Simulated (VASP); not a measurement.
A convergence study with VASP on PtAl$_{2}$ (fluorite): one setting is varied, all else stays as given below, so the limit is that of these other settings. Each run relaxes cell and ions; the cell shown is the tightest run's result. The basis is that of the starting cell, so low cut-offs carry a Pulay error.

```
Al2Pt
1.0
    0.00000     2.97203     2.97203
    2.97203     0.00000     2.97203
    2.97203     2.97203     0.00000
Al Pt
2 1
Cartesian
  1.48602   1.48602   1.48602
  4.45805   4.45805   4.45805
  0.00000   0.00000   0.00000
```

Calculation: PBE GGA, VASP's PBE PAW potentials (set 64) (plane waves; VASP). The tightest run used: 700 eV cut-off, 8×8×8 Γ-centred mesh, first-order Methfessel-Paxton smearing of 0.10 eV, potentials Al Pt.

The reference is ENCUT = 700, which took about 40 core-seconds. Times come from single runs on busy shared machines, so they are rough: good to a factor of about 2.

Task: Of the settings ENCUT = 150; ENCUT = 200; ENCUT = 250; ENCUT = 300; ENCUT = 350; ENCUT = 400; ENCUT = 450; ENCUT = 500; ENCUT = 550; ENCUT = 600; ENCUT = 650; ENCUT = 700, which is the lowest that keeps the difference from the reference in relaxed volume (Å³/atom) within 0.1 from there on, and what does it cost?

Result: ENCUT = 250; its cost over the reference is about 1/3.
```
setting      difference in relaxed volume (Å³/atom)  cost over the reference
-----------  --------------------------------------  -----------------------
ENCUT = 150                                   2.966                about 1/2
ENCUT = 200                                   0.770                about 1/4
ENCUT = 250                                   0.023                about 1/3
ENCUT = 300                                   0.029                about 1/3
ENCUT = 350                                   0.032                about 1/2
ENCUT = 400                                   0.006                about 1/2
ENCUT = 450                                   0.000     within a factor of 2
ENCUT = 500                                   0.004     within a factor of 2
ENCUT = 550                                   0.004     within a factor of 2
ENCUT = 600                                   0.001     within a factor of 2
ENCUT = 650                                   0.000     within a factor of 2
ENCUT = 700                                   0.000                reference
```

Left out are rungs that failed or repeat a setting and relaxations that didn't move; long series are thinned to 24 rows.

The compound is PtAl2 in the fluorite structure.
